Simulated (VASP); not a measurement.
Input:

```xyz
6
Lattice="4.1013 0.0000 0.0269 0.0000 6.9697 0.0000 -1.5023 0.0000 3.8195" Properties=species:S:1:pos:R:3 pbc="T T T"
Ag    -0.8209     1.7424     3.3369
Ag     3.4199     5.2273     0.5095
Ag     1.2995     0.0000     1.9232
Ag     1.2995     3.4849     1.9232
S      2.6283     1.7424     0.9993
S     -0.0293     5.2273     2.8471
```

The numbers are results of LDA (Ceperley-Alder, Perdew-Zunger), VASP's LDA PAW potentials (set 64) (plane waves; VASP 6.6.1), not measurements. Settings: 400 eV cut-off, 7×4×7 Γ-centred mesh, tetrahedra with Blöchl corrections, potentials Ag S.

The cores are frozen, which limits the accuracy of field gradients.

Problem. Give the principal components of the electric field gradient (V/Å²) and the asymmetry η at each nucleus.

Solution. 
| atom | Vxx | Vyy | Vzz | η |
|---|---|---|---|---|
| Ag1 | -128.6 | -3.7 | 132.3 | 0.94 |
| Ag2 | -128.6 | -3.7 | 132.3 | 0.94 |
| Ag3 | 101.8 | 97.2 | -199.0 | 0.02 |
| Ag4 | 101.8 | 97.2 | -199.0 | 0.02 |
| S5 | 16.2 | 7.6 | -23.9 | 0.36 |
| S6 | 16.2 | 7.6 | -23.9 | 0.36 |

The structure comes from a computed database's Ag2S entry (P2_1/m); how it stands against other phases isn't given here. It was relaxed first, which changed the volume by -11 %.
